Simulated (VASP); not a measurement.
Here is the system:

```yaml
crystal:
  lattice:
    - [0.00000, 3.13645, 3.13645]
    - [3.13645, 0.00000, 3.13645]
    - [3.13645, 3.13645, 0.00000]
  atoms:
    - { symbol: Ba, position: [0.00000, 0.00000, 0.00000] }
    - { symbol: Te, position: [0.50000, 0.50000, 0.50000] }
```

Level of theory: PBEsol GGA, VASP's PBE PAW potentials (set 64) (plane waves; VASP). Run with 500 eV cut-off, 7×7×7 Γ-centred mesh, Gaussian smearing of 0.050 eV, potentials Ba_sv Te.

Predict the energy per atom (σ→0), pressure.

```yaml
energy per atom (σ→0): -4.056 eV/atom
pressure: 20.00 GPa
```

The compound is BaTe in the rock salt structure. It was relaxed first under an external pressure of 20 GPa.
